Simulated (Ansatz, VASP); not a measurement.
## Cross-check of Te (Tellurium) between VASP and Ansatz

One calculation is typed for both programs; each brings its own data sets. How far apart do they land? The cell is taken from a series of runs on this material, whose earlier steps may have relaxed, scaled, displaced or heated it; both programs get it as it stands.

Program: Ansatz 0.2.0. Level of theory: plane waves, with VASP 6.6.1 beside it; zone-centre phonons at PBEsol. Results are calculated unless marked as measured.

## 1. Set-up

The structure is trigonal, space group P3_121 (No. 152). The conventional cell has a = 4.187 Å, b = 4.187 Å, c = 5.953 Å, α = 90.00°, β = 90.00°, γ = 120.00°. Te has 6 Te at 2.91 to 3.25 Å nearest.

Coordinates:

```cif
data_structure
_symmetry_space_group_name_H-M 'P3_121'
_symmetry_Int_Tables_number 152
_cell_length_a 4.1870
_cell_length_b 4.1870
_cell_length_c 5.9529
_cell_angle_alpha 90.000
_cell_angle_beta 90.000
_cell_angle_gamma 120.000
_cell_volume 90.38
loop_
_atom_site_label
_atom_site_type_symbol
_atom_site_symmetry_multiplicity
_atom_site_Wyckoff_symbol
_atom_site_fract_x
_atom_site_fract_y
_atom_site_fract_z
_atom_site_occupancy
Te1 Te 3 a 0.29441 0.00000 0.33333 1
```

## 2. Ansatz: zone-centre phonons, PBEsol

Ansatz runs on its PAW soft_1 files.

Second derivatives magnify differences that forces hide, and they need a tight electronic threshold.

Input file input.yaml:

```yaml
crystal:
  lattice:
    - [4.186990112, 0.0, 0.0]
    - [-2.093495056, 3.6260398024, 0.0]
    - [0.0, 0.0, 5.9528602149]
  atoms:
    - { symbol: Te, position: [0.2944066688, 0.0, 0.3333333333] }
    - { symbol: Te, position: [0.0, 0.2944066688, 0.6666666667] }
    - { symbol: Te, position: [0.7055933312, 0.7055933312, 0.0] }
kpoints:
  mp_grid: { grid: [12, 12, 8] }
hamiltonian:
  xc: pbesol
  pseudopotentials: { kind: paw, azcp: { folder: soft_1 }, xc_functional: pbe }
scf:
  occupations: { method: methfessel_paxton, width: 0.2 }
output:
  eigenvalues: true
phonons:
  method: dfpt
```

Started as:

```bash
ansatz run input.yaml --threads 4 --pin off --max-ram 10240MiB --backend cpu --events-out ev --progress --plain --runs-dir out
```

Numbers of over 12 decimals in the logs are rounded to 6 here.

Log:

```text
zone centre: on kpoints.mp_grid the ground state, and the responses unless they are solved on pairs of k-points, stand on 320 of the mesh's 1152 k-points, reduced under 2 symmetry operations, with k and −k counted as one. Each operation leaves every solved displacement unchanged or reverses it
Engine: ansatz 0.2.0, aarch64-unknown-linux-gnu
Pseudopotentials: kind: paw
Pseudopotential: Te, paw, valence charge 16, recommended cutoff 420 eV (normal), soft_1/Te.paw.azcp
Functional definition: PBEsol
  exchange = pbesol_x
  correlation = pbesol_c
Crystal: 3 atoms, lattice volume = 90.377 Å³
Basis set: ecut = 420 eV, 1693 PW (Γ), exchange–correlation on 60×60×96 points (8 copies of the dense FFT grid, shifted against one another)
Bands: 29, of which v1, the nominal top of the filled ones, is band 24 counted from 1 (23 counted from 0)
Symmetry: 6 space group operations
k-points: 320 of 1152 (irreducible under 2 space group operations, time reversal used)
Non-local potential: Te, projectors of the file, l = 0: 2, l = 1: 2, l = 2: 2, l = 3: 1
PAW form: soft (Blöchl's): semilocal exchange-correlation on the pseudo side does not see the compensation charge
PAW frozen core: Te, regenerated for the run's functional, and the local potential with it (the file was generated under x = pbe(κ = 0.804, μ = 0.219515), c = pbe(β = 0.066725))
PAW one-centre angular grid: Te, 590 points (default); XC on 64 Gauss nodes
Initial density: superposition of atomic densities (chi_scale 0.1, normalization cell)
Initial wavefunctions: pseudopotential atomic-orbital guess
Functional: x = pbesol(κ = 0.804, μ = 0.123457), c = pbesol(β = 0.046)
SCF iter   1: F=—  HF=-20704.778956 eV  |F-HF|=—  |Δ(HF+E_count)|=         —  Δρ=1.35e-2  dr2=1.16e-1  ethr=3.10e-3  ⟨swp⟩=8.6  Hψ=46045  notcnv=0
preconditioner: auto → Kerker (q_TF=auto, 2.455 Å⁻¹)  [metal: Δε(μ)=0.096 eV  Ē_g=8.876 eV  σ=0.200 eV  W_gap=0.39  n_scr=22 (ndim 8)  ℏωp=16.6 eV  f_vac=0.000  D(μ)=-0.02/eV (n_scr^D=0)]
SCF iter   2: F=—  HF=-20704.766426 eV  |F-HF|=—  |Δ(HF+E_count)|=   1.25e-2  S|Δr|=    0.00e0  Δρ=8.42e-3  dr2=4.62e-2  ethr=2.43e-4  ⟨swp⟩=1.0  Hψ=11858  notcnv=0  defer=2
preconditioner: auto → Resta (q_TF=auto, 2.455 Å⁻¹)  ε∞=4.5  [insulator: Δε(μ)=0.151 eV  Ē_g=8.876 eV  σ=0.200 eV  W_gap=0.58  n_scr=22 (ndim 8)  ℏωp=16.6 eV  f_vac=0.000  D(μ)=0.09/eV (n_scr^D=0)  ε∞_Penn≈4.5]
SCF iter   3: F=—  HF=-20704.759324 eV  |F-HF|=—  |Δ(HF+E_count)|=   7.10e-3  S|Δr|=    0.00e0  Δρ=6.89e-4  dr2=4.40e-4  ethr=9.62e-5  ⟨swp⟩=2.0  Hψ=13412  notcnv=0  defer=2
SCF iter   4: F=—  HF=-20704.759498 eV  |F-HF|=—  |Δ(HF+E_count)|=   1.73e-4  S|Δr|=    0.00e0  Δρ=2.45e-4  dr2=5.58e-5  ethr=9.16e-7  ⟨swp⟩=2.0  Hψ=16879  notcnv=0  defer=2
SCF iter   5: F=—  HF=-20704.759503 eV  |F-HF|=—  |Δ(HF+E_count)|=   5.76e-6  S|Δr|=    0.00e0  Δρ=8.47e-5  dr2=8.76e-6  ethr=1.16e-7  ⟨swp⟩=2.0  Hψ=16898  notcnv=0  defer=2
SCF iter   6: F=—  HF=-20704.759508 eV  |F-HF|=—  |Δ(HF+E_count)|=   4.87e-6  S|Δr|=    0.00e0  Δρ=1.58e-5  dr2=2.42e-7  ethr=1.82e-8  ⟨swp⟩=2.0  Hψ=12059  notcnv=0  defer=2
SCF iter   7: F=—  HF=-20704.759508 eV  |F-HF|=—  |Δ(HF+E_count)|=   6.28e-7  S|Δr|=    0.00e0  Δρ=2.97e-6  dr2=6.93e-9  ethr=5.03e-10  ⟨swp⟩=2.0  Hψ=12160  notcnv=0  defer=2
SCF iter   8: F=—  HF=-20704.759508 eV  |F-HF|=—  |Δ(HF+E_count)|=   4.90e-9  S|Δr|=    0.00e0  Δρ=7.41e-7  dr2=3.97e-10  ethr=1.44e-11  ⟨swp⟩=2.0  Hψ=16889  notcnv=0  defer=2
SCF iter   9: F=—  HF=-20704.759508 eV  |F-HF|=—  |Δ(HF+E_count)|=  8.73e-11  S|Δr|=    0.00e0  Δρ=1.62e-7  dr2=2.28e-11  ethr=1.00e-12  ⟨swp⟩=2.0  Hψ=16911  notcnv=0  defer=2
SCF iter  10: F=-20704.759508 eV  HF=-20704.759508 eV  |F-HF|=1.09e-11  |Δ(HF+E_count)|=  2.18e-11  S|Δr|=    0.00e0  Δρ=3.36e-8  dr2=7.52e-13  ethr=1.00e-12  ⟨swp⟩=9.0  Hψ=47503  notcnv=0
SCF 1 converged in 10 iterations: F = -20704.759508 eV  dr2 = 7.52e-13
  greatest PAW one-centre occupation: 0.998 electrons in one spin orbital (limit 2), on the Te atom at site 1 (counted from 0), in its partial waves of l = 2
DFPT response loops at Γ: preconditioner auto → Kerker (q_TF=auto, 2.455 Å⁻¹) (partly filled bands, converged f_vac=0.004); β = 1.00, the filter's whole step (`scf.mixing.beta` (0.50) is not read by the response loops under this deck's `scf.mixing.preconditioner`; to damp them name `kerker` or `kerker_dos`, under which they read `scf.mixing.beta`, and type it under 1.00, their step now; both keys bind the ground state too); Broyden in place of MSR1
SCF converged after 10 iterations
Stability not checked: this state was not tested for a lower state beside it, because cold or Methfessel-Paxton smearing, or corrected tetrahedra, fill the levels in a way that the test cannot read (fill_not_monotonic; see scf.lower_state_search)
Free energy (F): -20704.759508 eV
Harris-Foulkes:  -20704.759508 eV  (|F-HF|=1.09e-11)
Internal energy: -20704.764070 eV  (E = F + TS)
E sigma→0 (E₀):  -20704.760648 eV
Entropy (-TS):   0.004562 eV (1.521 meV/atom)
Fermi energy:    10.451226 eV
Step filling:    the computed levels leave a gap of 0.0000 eV = 0.0 smearing widths at the electron count; against every level under it full and every level over it empty, smearing changes F+E_penalty+E_count by +0.993 meV and its σ→0 estimate by -0.147 meV
--- Per-component energies (eV) ---
  E_band       = -723.898809
  E_kinetic    = 518.982973
  E_local      = -4539.179622  (includes V_loc(G=0)·N_el)
  E_nonlocal   = 200.951867
  E_hartree    = 2290.166186
  E_xc         = -367.235511
  E_vxc        = -308.875808  (∫ρ·V_xc dr)
  E_paw        = -13773.517605  (= ΣΔE_a)
  E_vpaw       = -1176.110835  (= ΣTr[D̂ρ^β])
  E_aug_tail   = 0.000251  (compensation charges beyond the density's cutoff)
  E_ewald      = -5036.057042
  E_core_change = 1.124434  (= ΣΔE_core)
  E_smearing   = 0.004562  (= −TS)
  E_closure    = 0.000000  (closes the sum)
  Σ components = -20704.759508   (vs F -20704.759508, Δ=0.00e0)
--- Band table (eV; the first three rows and the last of 320) ---
  k-point 0: bands = [... 20 lower, 8.0645, 8.7023, 8.7023, 9.2094, 11.6297, 11.6297, 12.4091, 15.2485, ... 1 higher]
  k-point 1: bands = [... 20 lower, 8.1223, 8.7635, 9.0141, 9.2558, 11.4744, 11.4943, 12.2344, 14.7010, ... 1 higher]
  k-point 2: bands = [... 20 lower, 8.0370, 8.9935, 9.3934, 9.4446, 11.1282, 11.1698, 11.8114, 14.2773, ... 1 higher]
  k-point 319: bands = [... 20 lower, 5.5164, 8.8905, 9.2632, 10.3502, 11.0941, 12.0024, 12.0914, 15.3983, ... 1 higher]
--- Phonons (Γ-DFPT): 3 representative perturbations + reference, on 320 of 1152 k-points (Σ response iterations 9) ---
  k mesh reduced under 2 symmetry operations, with k and −k counted as one. Each operation leaves every solved displacement unchanged or reverses it
  ASR residual: 2.284e-5 → 0.000e0 eV/Å²; symmetrization residual: 1.745e-6 eV/Å²
  ASR residual per site (eV/Å²): 2.28e-5 2.28e-5 2.28e-5
  Γ frequencies (cm⁻¹): 0.00 0.00 0.00 79.91 79.91 90.18 93.76 126.82 126.82
  non-analytic LO–TO correction: not included (Born effective charges unavailable; polar crystals: no LO–TO splitting at Γ)
```

(Part 1 of 2 ends here.)

[Lines on the potential files, build, host, timing and source positions are cut from VASP's logs without a mark.]

[Logs are printed without paths, hosts, clocks, repeated set-up lines and the standing remarks that a program may print on its own settings, such as how far it seeks lower states.]

[Hosts, paths, dates, database ids (printed as entryN), source tags and the programs' standing remarks are cut or masked in the printed files.]
